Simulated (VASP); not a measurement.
Consider the following.

```
CELL_PARAMETERS angstrom
      1.82507    -3.16111     0.00000
      1.82507     3.16111     0.00000
      0.00000     0.00000     5.81785
ATOMIC_POSITIONS crystal
  Zr 0.00000 0.00000 0.00000
  S  0.33333 0.66667 0.25008
  S  0.66667 0.33333 0.74992
```

Method: PBE GGA with D4 dispersion, VASP's PBE PAW potentials (set 64) (plane waves; VASP 6.6.1). Settings: 520 eV cut-off, Gaussian smearing of 0.050 eV, potentials Zr_sv S.

Task: Predict the band gap (along the path) with the smallest direct gap where there is one.

Result: 
```
Property                                Value
------------------------------------  -------
band gap (along the path)             0.79 eV
smallest direct gap (along the path)  1.50 eV
```

Total energies compare only between runs with the same potentials, cut-off and functional.

The compound is ZrS2 in the 1T layered structure. It was relaxed first.
